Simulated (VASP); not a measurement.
Input:

```yaml
crystal:
  lattice:
    - [0.00000, 2.58437, 2.58437]
    - [2.58437, 0.00000, 2.58437]
    - [2.58437, 2.58437, 0.00000]
  atoms:
    - { symbol: Zr, position: [0.00000, 0.00000, 0.00000] }
    - { symbol: S, position: [0.50000, 0.50000, 0.50000] }
```

Computed with PBEsol GGA, VASP's PBE PAW potentials (set 64) (plane waves; VASP). Run with 400 eV cut-off, 14×14×14 Γ-centred mesh, tetrahedra with Blöchl corrections, potentials Zr_sv S.

Question: What does the run give for the energy per atom (σ→0), band gap (on the k-mesh) with the smallest direct gap where there is one?

Answer: 
```
Quantity                                                     Value
------------------------  ----------------------------------------
band gap (on the k-mesh)  none (metal, semimetal or under 0.01 eV)
energy per atom (σ→0)                               -8.255 eV/atom
```

The structure was generated: ZrS was put into the rock salt type (Fm-3m), which need not be its known phase. It was relaxed first, which changed the volume by -38 %. VASP warned that the highest band is occupied, so more bands are needed.
